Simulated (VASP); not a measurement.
Si2Ge:

```
Si Ge
1.0
     3.04211    0.00000    0.00000
    -1.52105    2.63454    0.00000
     0.00000    0.00000    6.11256
Si Ge
2 1
Direct
  0.33333 0.66667 0.07749
  0.66667 0.33333 0.07749
  0.00000 0.00000 0.18365
```

The cell was built by a generator and needn't be a form met in nature.

```yaml
Program: VASP 6.6.1
Task: relaxation of cell and atoms
Functional: PBE
Potentials_or_basis: VASP PAW PBE potentials, release 64 (Si, Ge_d)
Cutoff: 520 eV
k_mesh: 8 × 8 × 4
Occupations: gaussian, width 0.15 eV
Spin: no spin polarisation
```

At the start: pressure 239.6 GPa; volume 16.33 Å³/atom.

Problem. How do energy, volume and symmetry change on relaxing?

Solution. Over 13 steps the energy falls by 9132.8 meV/atom and the volume is 32.05 Å³/atom (+96.3 %); space group P6mm (No. 183, to 0.05 Å).

The path:
```tsv
step	energy change (eV)	largest force (eV/Å)	pressure (GPa)	volume (Å³)
1	0.0000	23.3010	239.61	48.99
2	257.3867	0.0708	-74.81	425.90
3	-23.1995	0.0216	-3.83	106.47
4	-26.7486	0.1067	-3.69	104.36
5	-25.2805	3.9084	26.97	73.73
6	-27.2120	0.2441	-1.67	99.11
7	-27.2432	0.5702	-0.53	95.32
8	-27.2396	0.6448	1.01	94.22
9	-27.2610	0.5774	0.43	94.39
10	-27.3230	0.4475	0.46	94.85
11	-27.3972	0.0460	0.46	95.49
12	-27.3860	0.0774	-1.20	98.45
13	-27.3983	0.0456	-0.08	96.16
```

Final structure:
```
Si Ge
1.0
     3.97281    0.00000    0.00000
    -1.98640    3.44055    0.00000
     0.00000    0.00000    7.03483
Si Ge
2 1
Direct
  0.33333 0.66667 0.02955
  0.66667 0.33333 0.02955
  0.00000 0.00000 0.27953
```

Caveat: the volume moved by over 15 % at a fixed basis, so the end points are rough; the relaxation stopped at a loose force limit of 0.08 eV/Å, so its end isn't a converged minimum.
